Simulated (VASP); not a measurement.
Calculation: LDA (Ceperley-Alder, Perdew-Zunger), VASP's LDA PAW potentials (set 64) (plane waves; VASP 6.6.1).

VASP ran on this input.

File KPOINTS:
```
Automatic mesh
0
Gamma
8 8 8
0 0 0
```

POSCAR:
```
PtAl2
5.8577090
  0.0000000000   0.4999999633   0.4999999633
  0.4999999633   0.0000000000   0.4999999633
  0.4999999633   0.4999999633   0.0000000000
Al Pt
2 1
Cart
  0.2499999816   0.2499999816   0.2499999816
  0.7499999449   0.7499999449   0.7499999449
  0.0000000000   0.0000000000   0.0000000000
```

INCAR:
```
ISMEAR=1   ! Methfessel-Paxton
IBRION=6   ! finite differences
NFREE=2
SIGMA=0.1
ISIF=3   ! ions, shape and volume
NELM=100
POTIM=0.015
ALGO=Normal   ! blocked Davidson
LWAVE=.FALSE.
LMAXMIX=6   ! l cut-off of mixed one-centre charges
PREC=Accurate
SYSTEM=PtAl2
EDIFF=1E-7
NSW=1
LCHARG=.FALSE.
LASPH=.TRUE.   ! aspherical one-centre terms
ENCUT=530
LREAL=.FALSE.   ! projection in real space or not
```

POTCAR, in this order: Al Pt (LDA.64 set). Program: vasp_std.

The run wrote:

**OUTCAR**
```
 ion  position               nearest neighbor table
   1  0.250  0.250  0.250-   3 2.54   3 2.54   3 2.54   3 2.54   2 2.93   2 2.93   2 2.93   2 2.93
                             2 2.93   2 2.93
   2  0.750  0.750  0.750-   3 2.54   3 2.54   3 2.54   3 2.54   1 2.93   1 2.93   1 2.93   1 2.93
                             1 2.93   1 2.93
   3  0.000  0.000  0.000-   2 2.54   2 2.54   2 2.54   1 2.54   2 2.54   1 2.54   1 2.54   1 2.54
  LATTYP: Found a face centered cubic cell.
 ALAT       =     5.8577085696
 Subroutine PRICEL returns:
 Original cell was already a primitive cell.
 Subroutine GETGRP returns: Found 48 space group operations
The static configuration has the point symmetry O_h .
The dynamic configuration has the point symmetry O_h .
 Subroutine INISYM returns: Found 48 space group operations
 Subroutine IBZKPT returns following result:
 Found     29 irreducible k-points:

 Following reciprocal coordinates:
            Coordinates               Weight
  0.000000  0.000000  0.000000      1.000000
  0.125000  0.000000  0.000000      8.000000
  0.250000  0.000000  0.000000      8.000000
  0.375000  0.000000  0.000000      8.000000
  0.500000  0.000000  0.000000      4.000000
  0.125000  0.125000  0.000000      6.000000
  0.250000  0.125000  0.000000     24.000000
  0.375000  0.125000  0.000000     24.000000
  0.500000  0.125000  0.000000     24.000000
 -0.375000  0.125000  0.000000     24.000000
 -0.250000  0.125000  0.000000     24.000000
 -0.125000  0.125000  0.000000     12.000000
  0.250000  0.250000  0.000000      6.000000
  0.375000  0.250000  0.000000     24.000000
  0.500000  0.250000  0.000000     24.000000
 -0.375000  0.250000  0.000000     24.000000
 -0.250000  0.250000  0.000000     12.000000
  0.375000  0.375000  0.000000      6.000000
  0.500000  0.375000  0.000000     24.000000
 -0.375000  0.375000  0.000000     12.000000
  0.500000  0.500000  0.000000      3.000000
...
```

### OSZICAR
```
...
       N       E                     dE             d eps       ncg     rms          rms(c)
DAV:   1    -0.186405392795E+02   -0.61445E-01   -0.98602E-01  4176   0.754E+00    0.521E-01
DAV:   2    -0.186123150221E+02    0.28224E-01   -0.15270E-02  4292   0.108E+00    0.275E-01
DAV:   3    -0.185894278062E+02    0.22887E-01   -0.11681E-02  4400   0.862E-01    0.745E-02
DAV:   4    -0.185837690148E+02    0.56588E-02   -0.12609E-03  4288   0.279E-01    0.324E-02
DAV:   5    -0.185800180468E+02    0.37510E-02   -0.29135E-04  4488   0.136E-01    0.131E-02
DAV:   6    -0.185792592516E+02    0.75880E-03   -0.31146E-05  4436   0.411E-02    0.707E-03
DAV:   7    -0.185790964082E+02    0.16284E-03   -0.28612E-06  4348   0.143E-02    0.101E-03
DAV:   8    -0.185790947460E+02    0.16621E-05   -0.20650E-07  3880   0.359E-03    0.485E-04
DAV:   9    -0.185790941293E+02    0.61674E-06   -0.97814E-09  2296   0.920E-04    0.936E-05
DAV:  10    -0.185790940563E+02    0.73014E-07   -0.13067E-09  2064   0.303E-04
  10 F= -.18579094E+02 E0= -.18579224E+02  d E =0.388430E-03
       N       E                     dE             d eps       ncg     rms          rms(c)
DAV:   1    -0.186253185009E+02   -0.46224E-01   -0.11473E+00  4348   0.816E+00    0.868E-01
DAV:   2    -0.185878445937E+02    0.37474E-01   -0.37781E-02  4240   0.165E+00    0.407E-01
DAV:   3    -0.185791187939E+02    0.87258E-02   -0.24469E-02  4452   0.121E+00    0.771E-02
DAV:   4    -0.185791170715E+02    0.17224E-05   -0.14905E-03  4096   0.299E-01    0.323E-02
DAV:   5    -0.185790943110E+02    0.22760E-04   -0.58884E-05  4280   0.706E-02    0.123E-02
DAV:   6    -0.185790942587E+02    0.52311E-07   -0.43971E-06  4352   0.170E-02    0.720E-03
DAV:   7    -0.185790938203E+02    0.43845E-06   -0.79214E-07  4332   0.881E-03    0.641E-04
DAV:   8    -0.185790938184E+02    0.19168E-08   -0.56176E-08  2356   0.204E-03
  11 F= -.18579094E+02 E0= -.18579223E+02  d E =0.388454E-03
       N       E                     dE             d eps       ncg     rms          rms(c)
DAV:   1    -0.185984067754E+02   -0.19313E-01   -0.91480E-01  4344   0.718E+00    0.531E-01
DAV:   2    -0.185835420193E+02    0.14865E-01   -0.15177E-02  4284   0.110E+00    0.273E-01
DAV:   3    -0.185787425148E+02    0.47995E-02   -0.10828E-02  4484   0.845E-01    0.784E-02
DAV:   4    -0.185787979286E+02   -0.55414E-04   -0.17503E-03  4196   0.317E-01    0.240E-02
DAV:   5    -0.185790478363E+02   -0.24991E-03   -0.22611E-04  4560   0.119E-01    0.109E-02
DAV:   6    -0.185790765056E+02   -0.28669E-04   -0.15039E-05  4228   0.312E-02    0.614E-03
DAV:   7    -0.185790949705E+02   -0.18465E-04   -0.25138E-06  4448   0.126E-02    0.984E-04
DAV:   8    -0.185790945740E+02    0.39653E-06   -0.17232E-07  3708   0.314E-03    0.475E-04
DAV:   9    -0.185790941066E+02    0.46735E-06   -0.16379E-08  2316   0.116E-03    0.107E-04
DAV:  10    -0.185790939736E+02    0.13305E-06   -0.22037E-09  2064   0.390E-04    0.328E-05
DAV:  11    -0.185790938694E+02    0.10424E-06   -0.27078E-10  2036   0.137E-04    0.527E-06
DAV:  12    -0.185790938323E+02    0.37066E-07   -0.55029E-11  1964   0.584E-05
  12 F= -.18579094E+02 E0= -.18579223E+02  d E =0.388431E-03
       N       E                     dE             d eps       ncg     rms          rms(c)
DAV:   1    -0.186253291277E+02   -0.46235E-01   -0.11527E+00  4236   0.817E+00    0.868E-01
DAV:   2    -0.185878461315E+02    0.37483E-01   -0.37615E-02  4268   0.165E+00    0.407E-01
DAV:   3    -0.185791195527E+02    0.87266E-02   -0.24511E-02  4412   0.121E+00    0.773E-02
DAV:   4    -0.185791174966E+02    0.20562E-05   -0.14956E-03  4124   0.300E-01    0.323E-02
DAV:   5    -0.185790942853E+02    0.23211E-04   -0.57353E-05  4320   0.698E-02    0.125E-02
DAV:   6    -0.185790942764E+02    0.89220E-08   -0.46013E-06  4308   0.171E-02    0.713E-03
DAV:   7    -0.185790938194E+02    0.45694E-06   -0.85603E-07  4324   0.899E-03    0.666E-04
DAV:   8    -0.185790938173E+02    0.21038E-08   -0.57637E-08  2364   0.206E-03
  13 F= -.18579094E+02 E0= -.18579223E+02  d E =0.388440E-03
       N       E                     dE             d eps       ncg     rms          rms(c)
DAV:   1    -0.186042666940E+02   -0.25173E-01   -0.46780E-01  2672   0.550E+00    0.290E-01
DAV:   2    -0.185942762308E+02    0.99905E-02   -0.54230E-03  2696   0.660E-01    0.184E-01
DAV:   3    -0.185819686254E+02    0.12308E-01   -0.10135E-02  2808   0.819E-01    0.267E-02
DAV:   4    -0.185817128093E+02    0.25582E-03   -0.63906E-04  2692   0.195E-01    0.174E-02
DAV:   5    -0.185815482409E+02    0.16457E-03   -0.28267E-05  2824   0.381E-02    0.515E-03
DAV:   6    -0.185815205355E+02    0.27705E-04   -0.31613E-06  2808   0.117E-02    0.191E-03
DAV:   7    -0.185815133154E+02    0.72201E-05   -0.36801E-07  2776   0.420E-03    0.423E-04
DAV:   8    -0.185815127720E+02    0.54338E-06   -0.22239E-08  1448   0.111E-03    0.119E-04
DAV:   9    -0.185815125657E+02    0.20629E-06   -0.29166E-09  1424   0.459E-04    0.425E-05
DAV:  10    -0.185815124852E+02    0.80530E-07   -0.57022E-10  1304   0.194E-04
  14 F= -.18581512E+02 E0= -.18581819E+02  d E =0.918612E-03
       N       E                     dE             d eps       ncg     rms          rms(c)
DAV:   1    -0.185818066689E+02   -0.29410E-03   -0.64432E-02  2316   0.183E+00    0.123E-01
DAV:   2    -0.185815708932E+02    0.23578E-03   -0.14462E-03  2924   0.292E-01    0.592E-02
DAV:   3    -0.185815112892E+02    0.59604E-04   -0.24051E-04  2664   0.106E-01    0.143E-02
DAV:   4    -0.185815122704E+02   -0.98125E-06   -0.15368E-05  2776   0.287E-02    0.740E-03
DAV:   5    -0.185815124964E+02   -0.22599E-06   -0.41354E-07  2856   0.564E-03    0.115E-03
DAV:   6    -0.185815124806E+02    0.15797E-07   -0.57188E-08  1720   0.179E-03
  15 F= -.18581512E+02 E0= -.18581819E+02  d E =0.918639E-03
       N       E                     dE             d eps       ncg     rms          rms(c)
DAV:   1    -0.185793287316E+02    0.21838E-02   -0.12286E+00  1416   0.716E+00    0.847E-02
DAV:   2    -0.185807939402E+02   -0.14652E-02   -0.12880E-02  1728   0.102E+00    0.885E-02
DAV:   3    -0.185807965405E+02   -0.26003E-05   -0.23432E-04  1716   0.134E-01    0.766E-02
DAV:   4    -0.185812120622E+02   -0.41552E-03   -0.12180E-03  1568   0.233E-01    0.372E-02
DAV:   5    -0.185811654747E+02    0.46588E-04   -0.46317E-05  1676   0.563E-02    0.208E-02
DAV:   6    -0.185811675610E+02   -0.20863E-05   -0.18048E-05  1624   0.278E-02    0.813E-03
DAV:   7    -0.185811830230E+02   -0.15462E-04   -0.92041E-06  1600   0.191E-02    0.130E-03
DAV:   8    -0.185812006566E+02   -0.17634E-04   -0.28319E-07  1612   0.435E-03    0.340E-04
DAV:   9    -0.185812066337E+02   -0.59771E-05   -0.16190E-08   880   0.101E-03    0.125E-04
DAV:  10    -0.185812075873E+02   -0.95359E-06   -0.36902E-09   856   0.498E-04    0.430E-05
DAV:  11    -0.185812077084E+02   -0.12113E-06   -0.63382E-10   820   0.210E-04    0.118E-05
DAV:  12    -0.185812077273E+02   -0.18850E-07   -0.10655E-10   824   0.910E-05
  16 F= -.18581208E+02 E0= -.18581520E+02  d E =0.935694E-03
       N       E                     dE             d eps       ncg     rms          rms(c)
DAV:   1    -0.185790011453E+02    0.22066E-02   -0.38290E+00  1416   0.123E+01    0.172E-01
DAV:   2    -0.185820233743E+02   -0.30222E-02   -0.38391E-02  1708   0.172E+00    0.157E-01
DAV:   3    -0.185815540122E+02    0.46936E-03   -0.86361E-04  1704   0.244E-01    0.104E-01
DAV:   4    -0.185812662679E+02    0.28774E-03   -0.16296E-03  1612   0.276E-01    0.424E-02
DAV:   5    -0.185812185966E+02    0.47671E-04   -0.76671E-05  1628   0.681E-02    0.194E-02
DAV:   6    -0.185812084336E+02    0.10163E-04   -0.26165E-05  1652   0.324E-02    0.576E-03
DAV:   7    -0.185812078231E+02    0.61052E-06   -0.62231E-06  1636   0.156E-02    0.167E-03
DAV:   8    -0.185812077358E+02    0.87244E-07   -0.37636E-07  1544   0.440E-03
  17 F= -.18581208E+02 E0= -.18581520E+02  d E =0.935729E-03
```

### OUTCAR
```
------------------------ aborting loop because EDIFF is reached ----------------------------------------
  FORCE on cell =-STRESS in cart. coord.  units (eV):
  Direction    XX          YY          ZZ          XY          YZ          ZX
  --------------------------------------------------------------------------------------
  Total        0.0114066      0.0146601      0.0146601      0.0000000      0.0000000      0.0000000
  in kB        0.3636990      0.4674384      0.4674384      0.0000000      0.0000000      0.0000000
  external PRESSURE =       0.4328586 kB  Pullay stress =       0.0000000 kB
  volume of cell :       50.25
      direct lattice vectors                 reciprocal lattice vectors
     0.000000000  2.928854285  2.928854285    -0.170715219  0.170715219  0.170715219
     2.928854285  0.000000000  2.928854285     0.170715219 -0.170715219  0.170715219
     2.928854285  2.928854285  0.000000000     0.170715219  0.170715219 -0.170715219
 POSITION                                       TOTAL-FORCE (eV/Angst)
 -----------------------------------------------------------------------------------
      1.46443      1.46443      1.46443        -0.068168      0.000000      0.000000
      4.39328      4.39328      4.39328        -0.068168     -0.000000     -0.000000
     -0.01500      0.00000      0.00000         0.136336      0.000000      0.000000
 -----------------------------------------------------------------------------------
    total drift:                               -0.000679     -0.000000     -0.000000
  FREE ENERGIE OF THE ION-ELECTRON SYSTEM (eV)
  ---------------------------------------------------
  free  energy   TOTEN  =       -18.5812077358 eV

  energy  without entropy=      -18.5821434649  energy(sigma->0) =      -18.58151965

   1 f  =    8.648005 THz    54.337015 2PiTHz  288.466381 cm-1    35.765257 meV
             X         Y         Z           dx          dy          dz
      1.464427  1.464427  1.464427    -0.047991   -0.705476    0.000000
      4.393281  4.393281  4.393281     0.047991    0.705476   -0.000000
      0.000000  0.000000  0.000000     0.000000    0.000000    0.000000

   2 f  =    8.648005 THz    54.337015 2PiTHz  288.466381 cm-1    35.765257 meV
             X         Y         Z           dx          dy          dz
      1.464427  1.464427  1.464427    -0.705476    0.047991    0.000000
      4.393281  4.393281  4.393281     0.705476   -0.047991   -0.000000
      0.000000  0.000000  0.000000     0.000000   -0.000000    0.000000

   3 f  =    8.648005 THz    54.337015 2PiTHz  288.466381 cm-1    35.765257 meV
             X         Y         Z           dx          dy          dz
      1.464427  1.464427  1.464427    -0.000000   -0.000000   -0.707107
      4.393281  4.393281  4.393281    -0.000000    0.000000    0.707107
      0.000000  0.000000  0.000000     0.000000    0.000000    0.000000

   4 f  =    7.258400 THz    45.605873 2PiTHz  242.114168 cm-1    30.018318 meV
             X         Y         Z           dx          dy          dz
      1.464427  1.464427  1.464427    -0.075747   -0.621348    0.000000
      4.393281  4.393281  4.393281    -0.075747   -0.621348   -0.000000
      0.000000  0.000000  0.000000     0.056291    0.461747    0.000000

   5 f  =    7.258400 THz    45.605873 2PiTHz  242.114168 cm-1    30.018318 meV
             X         Y         Z           dx          dy          dz
      1.464427  1.464427  1.464427    -0.000000    0.000000   -0.625948
      4.393281  4.393281  4.393281    -0.000000    0.000000   -0.625948
      0.000000  0.000000  0.000000    -0.000000    0.000000    0.465165

   6 f  =    7.258400 THz    45.605873 2PiTHz  242.114168 cm-1    30.018318 meV
             X         Y         Z           dx          dy          dz
      1.464427  1.464427  1.464427    -0.621348    0.075747    0.000000
      4.393281  4.393281  4.393281    -0.621348    0.075747   -0.000000
      0.000000  0.000000  0.000000     0.461747   -0.056291    0.000000

   7 f/i=    0.002639 THz     0.016580 2PiTHz    0.088023 cm-1     0.010913 meV
             X         Y         Z           dx          dy          dz
      1.464427  1.464427  1.464427    -0.044629    0.281474   -0.164225
      4.393281  4.393281  4.393281    -0.044629    0.281474   -0.164225
      0.000000  0.000000  0.000000    -0.120109    0.757529   -0.441979

   8 f/i=    0.002639 THz     0.016580 2PiTHz    0.088023 cm-1     0.010913 meV
             X         Y         Z           dx          dy          dz
      1.464427  1.464427  1.464427    -0.025717    0.162199    0.284990
      4.393281  4.393281  4.393281    -0.025717    0.162199    0.284990
      0.000000  0.000000  0.000000    -0.069213    0.436526    0.766992

   9 f/i=    0.002639 THz     0.016580 2PiTHz    0.088023 cm-1     0.010913 meV
             X         Y         Z           dx          dy          dz
      1.464427  1.464427  1.464427    -0.324864   -0.051508   -0.000000
      4.393281  4.393281  4.393281    -0.324864   -0.051508    0.000000
      0.000000  0.000000  0.000000    -0.874302   -0.138624    0.000000

 ELASTIC MODULI CONTR FROM IONIC RELAXATION (kBar)
 Direction    XX          YY          ZZ          XY          YZ          ZX
 --------------------------------------------------------------------------------
 XX          -0.0000     -0.0000     -0.0000      0.0000     -0.0000      0.0000
 YY          -0.0000     -0.0000     -0.0000      0.0000      0.0000      0.0000
 ZZ          -0.0000     -0.0000     -0.0000      0.0000      0.0000      0.0000
 XY           0.0000      0.0000      0.0000   -624.8456      0.0000      0.0000
 YZ          -0.0000      0.0000      0.0000      0.0000   -624.8456     -0.0000
 ZX           0.0000      0.0000      0.0000      0.0000     -0.0000   -624.8456
 --------------------------------------------------------------------------------

 TOTAL ELASTIC MODULI (kBar)
 Direction    XX          YY          ZZ          XY          YZ          ZX
 --------------------------------------------------------------------------------
 XX        1755.4467   1312.4993   1312.4993      0.0000     -0.0000      0.0000
 YY        1312.4993   1755.4467   1312.4993      0.0000      0.0000      0.0000
 ZZ        1312.4993   1312.4993   1755.4467     -0.0000      0.0000      0.0000
 XY           0.0000      0.0000     -0.0000    257.2754      0.0000      0.0000
 YZ          -0.0000      0.0000      0.0000      0.0000    257.2754     -0.0000
 ZX           0.0000      0.0000      0.0000      0.0000     -0.0000    257.2754
 --------------------------------------------------------------------------------
```
(Selected blocks of OUTCAR.)

Finite-difference elastic constants of metals are sensitive to mesh and smearing; shear constants can be off by tens of GPa.

The compound is PtAl2 in the fluorite structure. It was relaxed first.
